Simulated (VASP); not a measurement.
OSZICAR of a VASP run on InP (zinc blende):

File OSZICAR:
```
       N       E                     dE             d eps       ncg     rms           ort
DAV:   1     0.166349678632E+03    0.16635E+03   -0.66402E+03   260   0.137E+03
DAV:   2     0.384642990438E+02   -0.12789E+03   -0.12394E+03   260   0.364E+02
DAV:   3     0.350069498453E+01   -0.34964E+02   -0.33914E+02   260   0.195E+02
DAV:   4    -0.559927702702E+01   -0.91000E+01   -0.89651E+01   260   0.103E+02
DAV:   5    -0.852256008024E+01   -0.29233E+01   -0.29045E+01   260   0.469E+01
SDA:   6    -0.770703184914E+01    0.81553E+00   -0.91898E+00   260   0.230E+01   0.000E+00
DMP:   7    -0.813995971800E+01   -0.43293E+00   -0.37130E+00   260   0.977E+00  -0.128E+00
DMP:   8    -0.831460187615E+01   -0.17464E+00   -0.51143E-01   260   0.151E+00  -0.616E-01
DMP:   9    -0.834358167679E+01   -0.28980E-01   -0.50074E-01   260   0.120E+00   0.124E-01
DMP:  10    -0.836651006669E+01   -0.22928E-01   -0.15383E-01   260   0.436E-01  -0.134E-01
DMP:  11    -0.837651439717E+01   -0.10004E-01   -0.62866E-02   260   0.117E-01   0.106E-01
DMP:  12    -0.837961859054E+01   -0.31042E-02   -0.29156E-02   260   0.744E-02  -0.387E-03
DMP:  13    -0.838148953397E+01   -0.18709E-02   -0.92545E-03   260   0.157E-02   0.195E-02
DMP:  14    -0.838198618604E+01   -0.49665E-03   -0.41951E-03   260   0.100E-02   0.126E-03
DMP:  15    -0.838223277760E+01   -0.24659E-03   -0.13012E-03   260   0.248E-03   0.204E-03
DMP:  16    -0.838231084288E+01   -0.78065E-04   -0.85768E-04   260   0.186E-03   0.743E-04
DMP:  17    -0.838236926762E+01   -0.58425E-04   -0.26475E-04   260   0.404E-04   0.675E-04
DMP:  18    -0.838238768275E+01   -0.18415E-04   -0.17621E-04   260   0.360E-04   0.211E-04
DMP:  19    -0.838240016004E+01   -0.12477E-04   -0.89176E-05   260   0.138E-04   0.222E-04
DMP:  20    -0.838240691105E+01   -0.67510E-05   -0.57217E-05   260   0.926E-05   0.132E-04
DMP:  21    -0.838241172379E+01   -0.48127E-05   -0.31461E-05   260   0.467E-05   0.837E-05
DMP:  22    -0.838241442052E+01   -0.26967E-05   -0.20042E-05   260   0.290E-05   0.554E-05
DMP:  23    -0.838241595264E+01   -0.15321E-05   -0.11624E-05   260   0.167E-05   0.324E-05
DMP:  24    -0.838241700835E+01   -0.10557E-05   -0.65588E-06   260   0.890E-06   0.196E-05
DMP:  25    -0.838241756240E+01   -0.55406E-06   -0.36952E-06   260   0.493E-06   0.113E-05
   1 F= -.83824176E+01 E0= -.83824176E+01  d E =-.703182E-12
```

Which electronic solver shows in the log?

It is blocked Davidson (ALGO = Normal, or the opening steps of other solvers) and then steepest descent (the opening step of the all-band solvers) and then damped velocity friction (ALGO = Damped). The INCAR had ALGO = Damped.

Can the final energy be trusted as converged?

Self-consistency was reached. It stopped with EDIFF = 1E-6, NELM = 100 (PBE GGA, plane waves, VASP's PBE PAW potentials (set 64)).

The compound is InP in the zinc blende structure. The cell was not relaxed at this level. The run is one of a series of settings (ALGO = Damped against the base run), some of them coarse on purpose.
